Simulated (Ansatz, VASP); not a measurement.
# Ba2GaIr4O12: VASP beside Ansatz, part 2 of 2

Aim: how closely do two programs agree when they are given the same cell, functional and k mesh?  The structure shown is the end of the VASP relaxation below.

VASP 6.6.1 and Ansatz 0.2.0.

So far: Set-up; VASP: relaxation, LDA.

### Step 3. Ansatz: single point, LDA

Level of this step: Ansatz beside VASP: Kohn-Sham DFT, plane waves, LDA (Ansatz).

Ansatz runs on its default PAW (the set named soft_2) files.

The same cell, functional (in two slightly different forms), mesh and smearing now go to Ansatz, which takes its cutoff from its data sets.

Contents of input.yaml:

```yaml
crystal:
  lattice:
    - [-3.9927422, 3.9927422, 3.9927422]
    - [3.9927422, -3.9927422, 3.9927422]
    - [3.9927422, 3.9927422, -3.9927422]
  atoms:
    - { symbol: Ir, position: [0.00083037, 0.00142221, 0.97673694] }
    - { symbol: Ir, position: [0.52492517, 0.52528986, 0.02418161] }
    - { symbol: Ir, position: [0.52487814, 0.00162517, 0.50057766] }
    - { symbol: Ir, position: [0.00147859, 0.52558836, 0.50055111] }
    - { symbol: Ga, position: [0.25743722, 0.25784135, 0.50041236] }
    - { symbol: Ba, position: [0.01393043, 0.51394147, 0.00057515] }
    - { symbol: Ba, position: [0.51375487, 0.01460091, 0.00113392] }
    - { symbol: O, position: [0.26542751, 0.26510461, 0.00506109] }
    - { symbol: O, position: [0.75961364, 0.76098087, 0.99552566] }
    - { symbol: O, position: [0.75955821, 0.26582103, 0.50024076] }
    - { symbol: O, position: [0.26699642, 0.75979609, 0.50162686] }
    - { symbol: O, position: [0.25639181, 0.02131335, 0.2651977] }
    - { symbol: O, position: [0.76461165, 0.47880265, 0.21415897] }
    - { symbol: O, position: [0.76425432, 0.05113674, 0.78696839] }
    - { symbol: O, position: [0.25779402, 0.49354771, 0.73600335] }
    - { symbol: O, position: [0.02512689, 0.26058081, 0.2652786] }
    - { symbol: O, position: [0.47825564, 0.76463845, 0.21445977] }
    - { symbol: O, position: [0.49484889, 0.26011181, 0.7356389] }
    - { symbol: O, position: [0.0505473, 0.76499533, 0.78639738] }
hamiltonian:
  xc: lda
  pseudopotentials: { kind: paw }
kpoints:
  mp_grid: { grid: [3, 3, 3] }
scf:
  occupations: { method: methfessel_paxton, width: 0.15 }
  n_extra_bands: 8
output:
  forces: true
  eigenvalues: true
```

Command:

```sh
$ ansatz run input.yaml --threads 8 --pin off --max-ram 18432MiB --backend cpu --events-out ev --progress --plain --runs-dir out
```

Numbers of over 12 decimals in the logs are rounded to 6 here.

The log of the run:

```text
scf.n_extra_bands = 8 over 87 filled bands (N_el = 173.0): the run solves 95 bands
Engine: ansatz 0.2.0, aarch64-unknown-linux-gnu
Pseudopotentials: kind: paw
Pseudopotential: Ir, paw, valence charge 17, recommended cutoff 420 eV (normal), Ir.paw.azcp
Pseudopotential: Ga, paw, valence charge 13, recommended cutoff 420 eV (normal), Ga.paw.azcp
Pseudopotential: Ba, paw, valence charge 10, recommended cutoff 420 eV (normal), Ba.paw.azcp
Pseudopotential: O, paw, valence charge 6, recommended cutoff 420 eV (normal), O.paw.azcp
Functional definition: SPW92
  exchange = slater_x
  correlation = pw_c
Crystal: 19 atoms, lattice volume = 254.609 Å³
Basis set: ecut = 420 eV, 5017 PW (Γ)
Bands: 95, of which v1, the nominal top of the filled ones, is band 87 counted from 1 (86 counted from 0)
Symmetry: 1 space group operations
Space group: P1 (ITA 1), of the structure as read, at distance tolerance 6.3e-5 Å
k-points: 14 of 27 (time reversal used)
Non-local potential: Ir, projectors of the file, l = 0: 3, l = 1: 2, l = 2: 2, l = 3: 1
Non-local potential: Ga, projectors of the file, l = 0: 2, l = 1: 2, l = 2: 3, l = 3: 1
Non-local potential: Ba, projectors of the file, l = 0: 3, l = 1: 2, l = 2: 2, l = 3: 2
Non-local potential: O, projectors of the file, l = 0: 2, l = 1: 2, l = 2: 1
PAW form: soft (Blöchl's): semilocal exchange-correlation on the pseudo side does not see the compensation charge
PAW frozen core: Ir, regenerated for the run's functional, and the local potential with it (the file was generated under x = pbe(κ = 0.804, μ = 0.219515), c = pbe(β = 0.066725))
PAW frozen core: Ga, regenerated for the run's functional, and the local potential with it (the file was generated under x = pbe(κ = 0.804, μ = 0.219515), c = pbe(β = 0.066725))
PAW frozen core: Ba, regenerated for the run's functional, and the local potential with it (the file was generated under x = pbe(κ = 0.804, μ = 0.219515), c = pbe(β = 0.066725))
PAW frozen core: O, regenerated for the run's functional, and the local potential with it (the file was generated under x = pbe(κ = 0.804, μ = 0.219515), c = pbe(β = 0.066725))
PAW one-centre angular grid: Ir, 590 points (default); XC on 64 Gauss nodes
PAW one-centre angular grid: Ga, 590 points (default); XC on 64 Gauss nodes
PAW one-centre angular grid: Ba, 194 points (default); XC on 64 Gauss nodes
PAW one-centre angular grid: O, 110 points (default); XC on 64 Gauss nodes
Initial density: superposition of atomic densities (neutral atoms: chi_scale 0, normalization atom), corrected by the library's trained network
Initial wavefunctions: pseudopotential atomic-orbital guess
Functional: x = slater, c = lda
SCF iter   1: F=—  HF=-68575.629153 eV  |F-HF|=—  |Δ(HF+E_count)|=         —  Δρ=1.91e-2  dr2=7.92e-1  ethr=1.77e-3  ⟨swp⟩=5.0  Hψ=5149  notcnv=0
preconditioner: auto → LDOS  [metal: Δε(μ)=0.089 eV  Ē_g=10.019 eV  σ=0.150 eV  W_gap=0.43  n_scr=78 (ndim 8)  ℏωp=27.6 eV  f_vac=0.113  D(μ)=13.37/eV (n_scr^D=134)  β→1.0]
SCF iter   2: F=—  HF=-68575.496275 eV  |F-HF|=—  |Δ(HF+E_count)|=   1.33e-1  S|Δr|=    0.00e0  Δρ=1.33e-2  dr2=2.54e-1  ethr=4.58e-4  ⟨swp⟩=2.0  Hψ=2805  notcnv=0  defer=12
SCF iter   3: F=—  HF=-68575.429315 eV  |F-HF|=—  |Δ(HF+E_count)|=   6.70e-2  S|Δr|=    0.00e0  Δρ=3.91e-3  dr2=3.56e-2  ethr=1.47e-4  ⟨swp⟩=2.0  Hψ=2632  notcnv=0  defer=12
SCF iter   4: F=—  HF=-68575.424341 eV  |F-HF|=—  |Δ(HF+E_count)|=   4.97e-3  S|Δr|=    0.00e0  Δρ=2.09e-3  dr2=1.20e-2  ethr=2.06e-5  ⟨swp⟩=2.0  Hψ=1870  notcnv=0  defer=12
SCF iter   5: F=—  HF=-68575.422718 eV  |F-HF|=—  |Δ(HF+E_count)|=   1.62e-3  S|Δr|=    0.00e0  Δρ=9.72e-4  dr2=2.61e-3  ethr=6.94e-6  ⟨swp⟩=2.0  Hψ=2194  notcnv=0  defer=12
SCF iter   6: F=—  HF=-68575.422259 eV  |F-HF|=—  |Δ(HF+E_count)|=   4.59e-4  S|Δr|=    0.00e0  Δρ=4.13e-4  dr2=4.33e-4  ethr=1.51e-6  ⟨swp⟩=2.0  Hψ=2515  notcnv=0  defer=12
SCF iter   7: F=—  HF=-68575.422038 eV  |F-HF|=—  |Δ(HF+E_count)|=   2.21e-4  S|Δr|=    0.00e0  Δρ=1.06e-4  dr2=3.28e-5  ethr=2.51e-7  ⟨swp⟩=2.0  Hψ=2251  notcnv=0  defer=12
SCF iter   8: F=—  HF=-68575.421700 eV  |F-HF|=—  |Δ(HF+E_count)|=   3.38e-4  S|Δr|=    0.00e0  Δρ=3.79e-5  dr2=3.23e-6  ethr=1.89e-8  ⟨swp⟩=2.0  Hψ=2258  notcnv=0  defer=12
SCF iter   9: F=—  HF=-68575.421699 eV  |F-HF|=—  |Δ(HF+E_count)|=   4.55e-7  S|Δr|=    0.00e0  Δρ=1.40e-5  dr2=4.70e-7  ethr=1.87e-9  ⟨swp⟩=2.0  Hψ=2159  notcnv=0  defer=12
SCF iter  10: F=-68575.421699 eV  HF=-68575.421699 eV  |F-HF|=7.95e-8  |Δ(HF+E_count)|=   6.48e-8  S|Δr|=    0.00e0  Δρ=6.46e-6  dr2=9.40e-8  ethr=5.78e-11  ⟨swp⟩=9.0  Hψ=5967  notcnv=0
SCF 1 converged in 10 iterations: F = -68575.421699 eV  dr2 = 9.40e-8
  greatest PAW one-centre occupation: 1.000 electrons in one spin orbital (limit 2), on the Ir atom at site 1 (counted from 0), in its partial waves of l = 0
SCF converged after 10 iterations
Stability not checked: this state was not tested for a lower state beside it, because cold or Methfessel-Paxton smearing, or corrected tetrahedra, fill the levels in a way that the test cannot read (fill_not_monotonic; see scf.lower_state_search)
Free energy (F): -68575.421699 eV
Harris-Foulkes:  -68575.421699 eV  (|F-HF|=7.95e-8)
Internal energy: -68575.415470 eV  (E = F + TS)
E sigma→0 (E₀):  -68575.420142 eV
Entropy (-TS):   -0.006230 eV (-0.328 meV/atom)
Fermi energy:    10.645836 eV
--- Per-component energies (eV) ---
  E_band       = -1325.185492
  E_kinetic    = 5018.304423
  E_local      = -15776.820458  (includes V_loc(G=0)·N_el)
  E_nonlocal   = 1474.331172
  E_hartree    = 6240.029273
  E_xc         = -2324.729849
  E_vxc        = -2631.129052  (∫ρ·V_xc dr)
  E_paw        = -49608.955067  (= ΣΔE_a)
  E_vpaw       = -1889.957272  (= ΣTr[D̂ρ^β])
  E_aug_tail   = 0.029848  (compensation charges beyond the density's cutoff)
  E_ewald      = -13602.707790
  E_core_change = 5.102978  (= ΣΔE_core)
  E_smearing   = -0.006230  (= −TS)
  E_closure    = 0.000000  (closes the sum)
  Σ components = -68575.421699   (vs F -68575.421699, Δ=0.00e0)
--- Forces (eV/Å), atoms counted from 1 ---
  atom   1  Ir    -0.04532216    -0.00870181     0.02094487
  atom   2  Ir     0.02583803     0.01546545     0.01340446
  atom   3  Ir    -0.02871778     0.04176608     0.01107385
  atom   4  Ir     0.01861591    -0.02893570     0.00412979
  atom   5  Ga     0.01758392     0.00526148     0.01261103
  atom   6  Ba    -0.00053999    -0.01231392     0.00070384
  atom   7  Ba    -0.01637326    -0.00187269    -0.01388066
  atom   8  O     -0.01056575    -0.00039927    -0.02775872
  atom   9  O      0.01109936     0.00865653    -0.00206214
  atom  10  O     -0.01990608    -0.00240818     0.00099991
  atom  11  O      0.02550741    -0.02800495    -0.02089846
  atom  12  O      0.36004074    -0.00277481     0.04475245
  atom  13  O     -0.04277694     0.02220319    -0.00305408
  atom  14  O      0.04958369    -0.00632744     0.00890761
  atom  15  O     -0.37615995    -0.00306975     0.01210063
  atom  16  O      0.00726457     0.34918410    -0.02287128
  atom  17  O      0.01184689    -0.05556293    -0.00556651
  atom  18  O     -0.00407318    -0.35458536    -0.00950563
  atom  19  O      0.01706308     0.06241256    -0.02403612
  max |Σ_I F_I| component: 8.51e-6 eV/Å
--- Band table (eV; the first three rows and the last of 14) ---
  k-point 0: bands = [... 83 lower, 10.3914, 10.3957, 10.4117, 10.4995, 10.9420, 11.0950, 11.2775, 11.3370, ... 4 higher]
  k-point 1: bands = [... 83 lower, 9.9126, 10.1747, 10.7822, 10.9906, 10.9973, 11.0856, 11.1706, 11.4360, ... 4 higher]
  k-point 2: bands = [... 83 lower, 10.3284, 10.3319, 10.5328, 10.5624, 10.6579, 10.9991, 11.4290, 11.7560, ... 4 higher]
  k-point 13: bands = [... 83 lower, 10.4517, 10.5054, 10.6291, 10.7687, 10.9048, 11.1693, 11.2501, 11.3374, ... 4 higher]
```

Elapsed: 5.7 s, on 8 threads of Arm Neoverse V2, shared host; peak memory 1.3 GiB; 43 s of CPU time.

The column dr2 measures how far the density is from self-consistency, as an energy; F and HF (Harris–Foulkes) agree once it is small.

### Step 4. Comparison

Known differences besides the PAW data sets themselves: the two LDA forms differ slightly; the data sets hold 173 valence electrons in Ansatz (default PAW (the set named soft_2) files) and 131 in VASP; the cutoff is 420 eV in Ansatz and 400 eV in VASP (PREC = Normal, projectors in real space); Ansatz makes its cores anew for this functional, VASP keeps those of its LDA data sets. Total energies have different zeros and are not compared.

At this near-relaxed geometry the largest component of a force difference is 357 meV/Å.

### Step 5. Further runs

The difference is large enough to ask for its cause, so further runs change the set-up of one program at a time, as the table lists.

| run | r.m.s. force difference (meV/Å) |
| --- | --- |
| as above | 94 |
| cores kept as stored, as VASP does, whose cores stay as stored | 90 |
| norm-conserving potentials (cutoff 1143 eV) | 104 |

### Step 6. What came out

| Property | Result |
| --- | --- |
| r.m.s. force difference (single point, LDA) | 94 meV/Å |

The r.m.s. force difference is 94 meV/Å (single point, LDA), beyond the 12 meV/Å picked in this series as the mark of a large difference. For single point, LDA: no further run halves the r.m.s. force difference; only Ansatz's side was varied. 1 further run on this material is not shown. How closely two codes agree says nothing of how well the functional describes the real material.

[Lines on the potential files, build, host, timing and source positions are cut from VASP's logs without a mark.]

[Logs are printed without paths, hosts, clocks, repeated set-up lines and the standing remarks that a program may print on its own settings, such as how far it seeks lower states.]

[Hosts, paths, dates, database ids (printed as entryN), source tags and the programs' standing remarks are cut or masked in the printed files.]
